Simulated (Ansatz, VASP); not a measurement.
# Cross-check of In3As between VASP and Ansatz, part 2 of 2

One calculation is typed for both programs; each brings its own data sets. How far apart do they land? The cell is generated by rule, not measured, and may not be a known phase. The cell is taken from a series of runs on this material, whose earlier steps may have relaxed, scaled, displaced or heated it; both programs get it as it stands.

VASP 6.6.1 and Ansatz 0.2.0.

So far. Step 2 (VASP: single point, PBEsol, pair 1): The run ends at a pressure of -0.39 GPa, with forces up to 0.31 eV/Å. Step 3 (Ansatz: single point, PBEsol, pair 1): The run ends at a pressure of -0.41 GPa, with forces up to 0.31 eV/Å.

The structure was built from a prototype and need not be the compound's stable phase.

### 5. Ansatz: single point, PBEsol, pair 2

Level of this step: Ansatz beside VASP: Kohn-Sham DFT, plane waves, PBEsol (Ansatz).

With cell and atoms fixed, the geometry can't cause a difference; cores, projectors, grids and the points listed under the comparison can.

The cell is taken from a series of runs on this material, whose earlier steps may have relaxed, scaled, displaced or heated it; both programs get it as it stands.

Input file input.yaml:

```yaml
crystal:
  lattice:
    - [0.0, 3.6418882994, 3.6418882994]
    - [-3.6418882994, 3.6418882994, 0.0]
    - [-3.6418882994, -3.6418882994, 7.2837765988]
  atoms:
    - { symbol: As, position: [0.0174383519, 0.4912808241, 0.4738424722] }
    - { symbol: As, position: [-0.0174383519, 0.0087191759, 0.0261575278] }
    - { symbol: In, position: [0.7506895065, 0.6246552467, 0.8739657402] }
    - { symbol: In, position: [0.7493104935, 0.1253447533, 0.3760342598] }
    - { symbol: In, position: [0.2493104935, 0.8753447533, 0.6260342598] }
    - { symbol: In, position: [0.2506895065, 0.3746552467, 0.1239657402] }
    - { symbol: In, position: [0.5, 0.25, 0.75] }
    - { symbol: In, position: [0.5, 0.75, 0.25] }
kpoints:
  mp_grid: { grid: [9, 9, 8] }
hamiltonian:
  xc: pbesol
scf:
  occupations: { method: methfessel_paxton, width: 0.15 }
output:
  forces: true
  stress: true
  eigenvalues: true
```

Started as:

```bash
ansatz run input.yaml --threads 4 --pin off --max-ram 7168MiB --backend cpu --events-out ev --progress --plain --runs-dir out
```

Numbers of over 12 decimals in the logs are rounded to 6 here.

The log of the run:

```text
[...]
Crystal: 8 atoms, lattice volume = 193.215 Å³
Basis set: ecut = 420 eV, 3809 PW (Γ), exchange–correlation on 72×72×120 points (8 copies of the dense FFT grid, shifted against one another)
Bands: 65, of which v1, the nominal top of the filled ones, is band 54 counted from 1 (53 counted from 0)
Symmetry: 4 space group operations
k-points: 185 of 648
[...]
k-point 0: bands = [... 50 lower, 8.7559, 8.9390, 9.6351, 9.6355, 10.2776, 10.5773, 10.5777, 11.1884, ... 7 higher]
  k-point 1: bands = [... 50 lower, 8.7155, 8.8615, 9.6824, 9.6828, 10.3903, 10.6178, 10.6182, 10.8290, ... 7 higher]
  k-point 2: bands = [... 50 lower, 8.6202, 9.0176, 9.8172, 9.8176, 9.9119, 10.6454, 10.6455, 10.7859, ... 7 higher]
  k-point 184: bands = [... 50 lower, 9.3218, 9.3733, 9.5437, 10.0730, 11.5839, 11.8674, 12.3920, 12.4011, ... 7 higher]
[key lines of the parts left out:]
SCF converged after 7 iterations
Free energy (F): -42777.758880 eV
Fermi energy:    10.669312 eV
P = ⅓ Tr σ = -0.3240 GPa (-3.240 kbar)
```

The run ends at a pressure of -0.32 GPa, with forces up to 0.32 eV/Å.

### 6. VASP: single point, PBEsol, pair 2

The same cell, functional, mesh and smearing now go to VASP, with its own data sets.

Input file INCAR:

```
SYSTEM = In3As
PREC = Accurate
ENCUT = 500
EDIFF = 1E-06
NELM = 120
ISMEAR = 1
SIGMA = 0.15
LREAL = .FALSE.
ALGO = Normal
GGA = PS
NBANDS = 54
LORBIT = 11
LWAVE = .FALSE.
LCHARG = .FALSE.
ISIF = 2
LASPH = .TRUE.
GGA_COMPAT = .FALSE.
KPAR = 2
```

Input file POSCAR:

```
In3As
1.0
    0.0000000000      3.6418882994      3.6418882994
   -3.6418882994      3.6418882994      0.0000000000
   -3.6418882994     -3.6418882994      7.2837765988
As In
2 6
Direct
    0.0174383520      0.4912808241      0.4738424721
    0.9825616482      0.0087191759      0.0261575277
    0.7506895066      0.6246552467      0.8739657401
    0.7493104936      0.1253447533      0.3760342597
    0.2493104936      0.8753447533      0.6260342597
    0.2506895066      0.3746552467      0.1239657401
    0.5000000001      0.2500000000      0.7499999999
    0.5000000001      0.7500000000      0.2499999999
```

Input file KPOINTS:

```
Automatic mesh
0
Gamma
9 9 8
0 0 0
```

PAW data sets: As and In_d (PBE family, release 64).

Started as:

```bash
mpirun -np 2 vasp_std
```

The log of the run:

```text
[banner, memory and clock lines left out]
running    2 mpi-ranks, on    1 nodes
[...]
[... a notice as in an earlier step ...]

 LDA part: xc-table for (Slater+PW92), standard interpolation
 [... a notice as in an earlier step ...]

 POSCAR, INCAR and KPOINTS ok, starting setup
[...]
entering main loop
       N       E                     dE             d eps       ncg     rms          rms(c)
DAV:   1     0.920325810720E+03    0.92033E+03   -0.39993E+04 19998   0.210E+03
DAV:   2     0.962687344310E+02   -0.82406E+03   -0.80997E+03 19980   0.540E+02
DAV:   3    -0.202314126394E+02   -0.11650E+03   -0.11366E+03 22114   0.215E+02
DAV:   4    -0.275910116388E+02   -0.73596E+01   -0.72523E+01 24088   0.549E+01
[...]
DAV:  11    -0.273979267619E+02   -0.27432E-05   -0.22803E-04 24122   0.201E-01    0.204E-02
DAV:  12    -0.273979247990E+02    0.19629E-05   -0.40487E-05 26598   0.694E-02    0.112E-02
DAV:  13    -0.273979246902E+02    0.10873E-06   -0.44714E-06 18952   0.304E-02
   1 F= -.27397925E+02 E0= -.27397696E+02  d E =-.685653E-03
```

From OUTCAR (step 6):

```text
  Total       -0.3507807     -0.3507807     -0.3507807      0.5457274     -0.5457274     -0.5457274
  in kB       -2.9087505     -2.9087505     -2.9087505      4.5252909     -4.5252909     -4.5252909
  external PRESSURE =      -2.9087505 kB  Pullay stress =       0.0000000 kB

 POSITION                                       TOTAL-FORCE (eV/Angst)
 -----------------------------------------------------------------------------------
     -3.51487      0.12702      3.51487         0.183747      0.183747     -0.183747
     -0.12702      3.51487      3.76891        -0.183747     -0.183747      0.183747
     -5.45781      1.82597      9.09970         0.061287      0.061287     -0.061287
     -1.82597      1.81592      5.46785        -0.058962     -0.058962      0.058962
     -5.46785      1.81592      5.46785        -0.061287     -0.061287      0.061287
     -1.81592      1.82597      1.81592         0.058962      0.058962     -0.058962
     -3.64189      0.00000      7.28378         0.000000      0.000000      0.000000
     -3.64189      3.64189      3.64189         0.000000      0.000000      0.000000
 -----------------------------------------------------------------------------------
    total drift:                                0.000000     -0.000000     -0.000000

  FREE ENERGIE OF THE ION-ELECTRON SYSTEM (eV)
  ---------------------------------------------------
  free  energy   TOTEN  =       -27.3979246902 eV

  energy  without entropy=      -27.3972390371  energy(sigma->0) =      -27.39769614

[... 2 parts as in an earlier step ...]

[... 1 further part left out ...]
[key lines of the parts left out:]
E-fermi :   7.2688
```

The run ends at a pressure of -0.29 GPa, with forces up to 0.32 eV/Å.

### 7. Comparison

What differs besides the data sets and the points named for the pairs above, as far as they apply: the data sets hold 108 valence electrons in Ansatz (on its default PAW (the set named soft_2) files) and 88 in VASP. Total energies have different zeros and are not compared.

The two programs side by side:

```
      quantity  Ansatz   VASP  difference
pressure (GPa)   -0.32  -0.29       -0.03
```

Forces (eV/Å; atoms numbered as in POSCAR):

```
atom         Ansatz x, y, z           VASP x, y, z
 As1   0.185, 0.185, -0.192   0.184, 0.184, -0.184
 As2  -0.185, -0.185, 0.192  -0.184, -0.184, 0.184
 In3   0.059, 0.059, -0.064   0.061, 0.061, -0.061
 In4  -0.059, -0.059, 0.056  -0.059, -0.059, 0.059
 In5  -0.059, -0.059, 0.064  -0.061, -0.061, 0.061
 In6   0.059, 0.059, -0.056   0.059, 0.059, -0.059
 In7    0.000, 0.000, 0.000    0.000, 0.000, 0.000
 In8    0.000, 0.000, 0.000    0.000, 0.000, 0.000
```

The forces differ by 2.8 meV/Å r.m.s., which is 2.8 % of the r.m.s. force of 0.101 eV/Å (both taken over all components).

### 8. VASP: single point, PBEsol, pair 3

With cell and atoms fixed, the geometry can't cause a difference; cores, projectors, grids and the points listed under the comparison can.

INCAR is that of step 6.

Input file POSCAR:

```
In3As
1.0
    0.0000000000      3.6418882994      3.6418882994
   -3.6418882994      3.6418882994      0.0000000000
   -3.6418882994     -3.6418882994      7.2837765988
As In
2 6
Direct
    0.0253648755      0.4873175623      0.4619526867
    0.9746351245      0.0126824377      0.0380473131
    0.7510029185      0.6244985407      0.8734956221
    0.7489970815      0.1255014593      0.3765043777
    0.2489970815      0.8755014593      0.6265043777
    0.2510029185      0.3744985407      0.1234956221
    0.5000000000      0.2500000000      0.7499999999
    0.5000000000      0.7500000000      0.2499999999
```

KPOINTS is that of step 6.

Started as:

```bash
mpirun -np 2 vasp_std
```

The log of the run:

```text
[... set-up lines as in an earlier step ...]
 entering main loop
       N       E                     dE             d eps       ncg     rms          rms(c)
DAV:   1     0.920750577747E+03    0.92075E+03   -0.39902E+04 19992   0.210E+03
DAV:   2     0.964069461718E+02   -0.82434E+03   -0.81029E+03 19980   0.540E+02
DAV:   3    -0.203293476800E+02   -0.11674E+03   -0.11386E+03 22180   0.215E+02
DAV:   4    -0.276711409167E+02   -0.73418E+01   -0.72410E+01 24106   0.551E+01
[...]
DAV:  11    -0.274536610091E+02   -0.85288E-05   -0.32191E-04 22814   0.222E-01    0.225E-02
DAV:  12    -0.274536578140E+02    0.31950E-05   -0.57963E-05 26814   0.813E-02    0.123E-02
DAV:  13    -0.274536574933E+02    0.32072E-06   -0.47591E-06 20242   0.312E-02
   1 F= -.27453657E+02 E0= -.27452713E+02  d E =-.283494E-02
```

From OUTCAR (step 8):

```text
  Total       -0.0635973     -0.0635973     -0.0635973      0.6120861     -0.6120861     -0.6120861
  in kB       -0.5273630     -0.5273630     -0.5273630      5.0755518     -5.0755518     -5.0755518
  external PRESSURE =      -0.5273630 kB  Pullay stress =       0.0000000 kB

 POSITION                                       TOTAL-FORCE (eV/Angst)
 -----------------------------------------------------------------------------------
     -3.45714      0.18475      3.45714         0.110934      0.110934     -0.110934
     -0.18475      3.45714      3.82664        -0.110934     -0.110934      0.110934
     -5.45553      1.82825      9.09742         0.076053      0.076053     -0.076053
     -1.82825      1.81364      5.47014        -0.154139     -0.154139      0.154139
     -5.47014      1.81364      5.47014        -0.076053     -0.076053      0.076053
     -1.81364      1.82825      1.81364         0.154139      0.154139     -0.154139
     -3.64189      0.00000      7.28378        -0.000000     -0.000000     -0.000000
     -3.64189      3.64189      3.64189        -0.000000     -0.000000     -0.000000
 -----------------------------------------------------------------------------------
    total drift:                                0.000000     -0.000000      0.000000

  FREE ENERGIE OF THE ION-ELECTRON SYSTEM (eV)
  ---------------------------------------------------
  free  energy   TOTEN  =       -27.4536574933 eV

  energy  without entropy=      -27.4508225560  energy(sigma->0) =      -27.45271251

[... 2 parts as in an earlier step ...]

[... 1 further part left out ...]
[key lines of the parts left out:]
E-fermi :   7.2436
```

The run ends at a pressure of -0.05 GPa, with forces up to 0.27 eV/Å.

### 9. Ansatz: single point, PBEsol, pair 3

The same cell, functional, mesh and smearing now go to Ansatz, which takes its cutoff from its data sets.

The cell is taken from a series of runs on this material, whose earlier steps may have relaxed, scaled, displaced or heated it; both programs get it as it stands.

Input file input.yaml:

```yaml
crystal:
  lattice:
    - [0.0, 3.6418882994, 3.6418882994]
    - [-3.6418882994, 3.6418882994, 0.0]
    - [-3.6418882994, -3.6418882994, 7.2837765988]
  atoms:
    - { symbol: As, position: [0.0253648754, 0.4873175623, 0.4619526868] }
    - { symbol: As, position: [-0.0253648754, 0.0126824377, 0.0380473132] }
    - { symbol: In, position: [0.7510029186, 0.6244985407, 0.8734956222] }
    - { symbol: In, position: [0.7489970814, 0.1255014593, 0.3765043778] }
    - { symbol: In, position: [0.2489970814, 0.8755014593, 0.6265043778] }
    - { symbol: In, position: [0.2510029186, 0.3744985407, 0.1234956222] }
    - { symbol: In, position: [0.5, 0.25, 0.75] }
    - { symbol: In, position: [0.5, 0.75, 0.25] }
kpoints:
  mp_grid: { grid: [9, 9, 8] }
hamiltonian:
  xc: pbesol
scf:
  occupations: { method: methfessel_paxton, width: 0.15 }
output:
  forces: true
  stress: true
  eigenvalues: true
  write_density: true
  write_potential: true
  elf: true
  volumetric_format: npy
```

Started as:

```bash
ansatz run input.yaml --threads 4 --pin off --max-ram 7168MiB --backend cpu --events-out ev --progress --plain --runs-dir out
```

The log of the run:

```text
[...]
Crystal: 8 atoms, lattice volume = 193.215 Å³
Basis set: ecut = 420 eV, 3809 PW (Γ), exchange–correlation on 72×72×120 points (8 copies of the dense FFT grid, shifted against one another)
Bands: 65, of which v1, the nominal top of the filled ones, is band 54 counted from 1 (53 counted from 0)
Symmetry: 4 space group operations
k-points: 185 of 648
[...]
k-point 0: bands = [... 50 lower, 8.7397, 9.1131, 9.6403, 9.6405, 10.0784, 10.6152, 10.6155, 11.1782, ... 7 higher]
  k-point 1: bands = [... 50 lower, 8.7040, 8.9544, 9.6866, 9.6868, 10.2766, 10.6522, 10.6525, 10.7446, ... 7 higher]
  k-point 2: bands = [... 50 lower, 8.6204, 9.0483, 9.8188, 9.8190, 9.8875, 10.6710, 10.6713, 10.6985, ... 7 higher]
  k-point 184: bands = [... 50 lower, 9.2190, 9.3071, 9.5111, 10.2482, 11.5175, 11.8876, 12.4636, 12.5043, ... 7 higher]
[key lines of the parts left out:]
SCF converged after 8 iterations
Free energy (F): -42777.816073 eV
Fermi energy:    10.643585 eV
P = ⅓ Tr σ = -0.1030 GPa (-1.030 kbar)
```

The run ends at a pressure of -0.10 GPa, with forces up to 0.26 eV/Å.

### 10. Differences

What differs besides the data sets and the points named for the pairs above, as far as they apply: the data sets hold 108 valence electrons in Ansatz (on its default PAW (the set named soft_2) files) and 88 in VASP. Total energies have different zeros and are not compared.

Compared:

```
      quantity  Ansatz   VASP  difference
pressure (GPa)   -0.10  -0.05       -0.05
```

Forces (eV/Å; atoms numbered as in POSCAR):

```
atom         Ansatz x, y, z           VASP x, y, z
 As1   0.116, 0.116, -0.116   0.111, 0.111, -0.111
 As2  -0.116, -0.116, 0.116  -0.111, -0.111, 0.111
 In3   0.075, 0.075, -0.076   0.076, 0.076, -0.076
 In4  -0.152, -0.152, 0.151  -0.154, -0.154, 0.154
 In5  -0.075, -0.075, 0.076  -0.076, -0.076, 0.076
 In6   0.152, 0.152, -0.151   0.154, 0.154, -0.154
 In7    0.000, 0.000, 0.000    0.000, 0.000, 0.000
 In8    0.000, 0.000, 0.000    0.000, 0.000, 0.000
```

The forces differ by 3.0 meV/Å r.m.s., which is 2.9 % of the r.m.s. force of 0.102 eV/Å (both taken over all components).

### 11. Outcome

| Quantity | Value |
| --- | --- |
| r.m.s. force difference (single point, PBEsol, pair 1) | 3.0 meV/Å |
| r.m.s. force difference (single point, PBEsol, pair 2) | 2.8 meV/Å |
| r.m.s. force difference (single point, PBEsol, pair 3) | 3.0 meV/Å |

In words: The r.m.s. force difference is 3.0 meV/Å (single point, PBEsol, pair 1), within the 12 meV/Å picked in this series as the mark of a large difference. The data sets hold unlike numbers of valence electrons (108 in Ansatz and 88 in VASP), so part of the differences comes from the potentials. Such differences can come from data sets, numerical settings and the points named under the comparisons, not from the functional's error against experiment.

[Lines on the potential files, build, host, timing and source positions are cut from VASP's logs without a mark.]

[Logs are printed without paths, hosts, clocks, repeated set-up lines and the standing remarks that a program may print on its own settings, such as how far it seeks lower states.]

[Hosts, paths, dates, database ids (printed as entryN), source tags and the programs' standing remarks are cut or masked in the printed files.]
